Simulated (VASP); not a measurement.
Consider the following.

```xyz
1
Lattice="0.0000 1.9992 1.9992 1.9992 0.0000 1.9992 1.9992 1.9992 0.0000" Properties=species:S:1:pos:R:3 pbc="T T T"
Pt     0.0000     0.0000     0.0000
```

Method: PBE GGA, VASP's PBE PAW potentials (set 64) (plane waves; VASP). Settings: 400 eV cut-off, 12×12×12 Γ-centred mesh, first-order Methfessel-Paxton smearing of 0.10 eV, potentials Pt.

Unless said otherwise, spin-orbit coupling is left out, though it shifts the bands of the heavy elements here.

Question: What does the run give for the energy per atom (σ→0), pressure, band gap (on the k-mesh) with the smallest direct gap where there is one?

Answer: 
The band gap (on the k-mesh) comes out as none (metal, semimetal or under 0.01 eV), the energy per atom (σ→0) is -6.094 eV/atom and the pressure is -5.35 GPa.

The compound is Pt in the fcc structure. The cell was not relaxed at this level.
